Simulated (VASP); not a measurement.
A convergence study with VASP on KCl (rock salt): one setting is varied, all else stays as given below, so the limit is that of these other settings. ε∞ is the independent-particle value.

```yaml
crystal:
  lattice:
    - [0.00000, 3.14500, 3.14500]
    - [3.14500, 0.00000, 3.14500]
    - [3.14500, 3.14500, 0.00000]
  atoms:
    - { symbol: K, position: [0.00000, 0.00000, 0.00000] }
    - { symbol: Cl, position: [0.50000, 0.50000, 0.50000] }
```

All values below come from PBE GGA, VASP's PBE PAW potentials (set 64) (plane waves; VASP 6.6.1). The tightest run used: 550 eV cut-off, 6×6×6 Γ-centred mesh, Gaussian smearing of 0.050 eV, potentials K_sv Cl.

```tsv
setting	mean ε∞	bands
NBANDS = 9	1.43	9
NBANDS = 10	1.65	10
NBANDS = 12	1.99	12
NBANDS = 16	2.34	16
```

These are the cheaper rows. Estimate the results at NBANDS = 136, and how far the last row shown lies from them.

| quantity | tightest run | last row shown is off by |
|---|---|---|
| mean ε∞ | 2.58 | -0.24 |

Left out are rungs that failed or repeat a setting and relaxations that didn't move; long series are thinned to 24 rows.

The compound is KCl in the rock salt structure. The cell was not relaxed at this level.
